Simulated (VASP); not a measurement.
VASP input:

**INCAR**
```
SYSTEM = CdS
PREC = Accurate
ENCUT = 400
EDIFF = 1E-6
NELM = 100
ALGO = Normal
LREAL = .FALSE.
LASPH = .TRUE.
ISMEAR = 0
SIGMA = 0.05
GGA = PE
LMAXMIX = 4
LWAVE = .FALSE.
LCHARG = .FALSE.
ISIF = 2
```

### POSCAR
```
CdS
1
    2.1114000000     3.6570520000     0.0000000000
    2.1114000000    -3.6570520000     0.0000000000
    0.0000000000     0.0000000000     6.8544000000
Cd S
2 2
Direct
  0.3333330000   0.6666670000   0.5000000000
  0.6666670000   0.3333330000   0.0000000000
  0.3333330000   0.6666670000   0.8770000000
  0.6666670000   0.3333330000   0.3770000000
```

### KPOINTS
```
Automatic mesh
0
Gamma
5 5 3
0 0 0
```

POTCAR, in this order: Cd S (PBE.64 set). Program: vasp_std.

Output of the run:

File standard output:
```
 -----------------------------------------------------------------------------
|                                                                             |
|     EEEEEEE  RRRRRR   RRRRRR   OOOOOOO  RRRRRR      ###     ###     ###     |
|     E        R     R  R     R  O     O  R     R     ###     ###     ###     |
|     E        R     R  R     R  O     O  R     R     ###     ###     ###     |
|     EEEEE    RRRRRR   RRRRRR   O     O  RRRRRR       #       #       #      |
|     E        R   R    R   R    O     O  R   R                               |
|     E        R    R   R    R   O     O  R    R      ###     ###     ###     |
|     EEEEEEE  R     R  R     R  OOOOOOO  R     R     ###     ###     ###     |
|                                                                             |
|     ERROR: the triple product of the basis vectors is negative exchange     |
|     two basis vectors                                                       |
|                                                                             |
|       ---->  I REFUSE TO CONTINUE WITH THIS SICK JOB ... BYE!!! <----       |
|                                                                             |
 -----------------------------------------------------------------------------
```

Question: Read input and log: which fault does this run have?
(A) LSORBIT needs the non-collinear program vasp_ncl
(B) LDAUL, LDAUU and LDAUJ hold more entries than there are species
(C) one atom is typed twice, on or next to the same site
(D) the lattice vectors form a left-handed set

Answer: D, the lattice vectors form a left-handed set. VASP stops with an error: ERROR: the triple product of the basis vectors is negative exchange two basis vectors ----> I REFUSE TO CONTINUE WITH THIS SICK JOB ... BYE!!! <----

To mend it, correct POSCAR.
File POSCAR:
```
CdS
1
    2.1114000000    -3.6570520000     0.0000000000
    2.1114000000     3.6570520000     0.0000000000
    0.0000000000     0.0000000000     6.8544000000
Cd S
2 2
Direct
  0.6666670000   0.3333330000   0.5000000000
  0.3333330000   0.6666670000   0.0000000000
  0.6666670000   0.3333330000   0.8770000000
  0.3333330000   0.6666670000   0.3770000000
```
The mended run (PBE GGA, plane waves, VASP's PBE PAW potentials (set 64)) converges, and its OSZICAR ends with
```
   1 F= -.12284011E+02 E0= -.12284011E+02  d E =-.140070E-13
```

The compound is CdS in the wurtzite structure. The cell was not relaxed at this level.
